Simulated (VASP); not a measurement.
Here is the system:

```
Ir
1.0
    0.00000     1.86967     1.86967
    1.86967     0.00000     1.86967
    1.86967     1.86967     0.00000
Ir
1
Direct
  0.00000   0.00000   0.00000
```

Level of theory: LDA (Ceperley-Alder, Perdew-Zunger), VASP's LDA PAW potentials (set 64) (plane waves; VASP). Settings: 500 eV cut-off, 17×17×17 Γ-centred mesh, first-order Methfessel-Paxton smearing of 0.10 eV, potentials Ir.

Energy and stress use the plane-wave basis of the starting cell.

### Question
The ions, cell shape and volume at an external pressure of 45.0 GPa are relaxed. Predict the relaxed structure.

### Answer

```
Ir
1.0
    0.00000     1.85359     1.85359
    1.85359     0.00000     1.85359
    1.85359     1.85359     0.00000
Ir
1
Direct
  0.00000   0.00000   0.00000
```
Space group Fm-3m (225), at a tolerance of 0.03 Å.

### Question
How do energy and volume change from the first to the last step?

### Answer
The energy (σ→0) changes by +77.9 meV/atom and the volume by -2.6 %, in 5 ionic steps.

| step | E(σ→0) (eV) | max force (eV/Å) | pressure (GPa) | volume (Å³) |
|---|---|---|---|---|
| 1 | -10.2511 | 0.000 | 29.91 | 13.07 |
| 2 | -8.9510 | 0.000 | 184.13 | 10.88 |
| 3 | -10.1809 | 0.000 | 43.72 | 12.76 |
| 4 | -10.1751 | 0.000 | 44.74 | 12.74 |
| 5 | -10.1732 | 0.000 | 45.06 | 12.74 |

The compound is Ir in the fcc structure. This run relaxes it under an external pressure of 45 GPa. Symmetry was kept, so distortions that lower it aren't found.
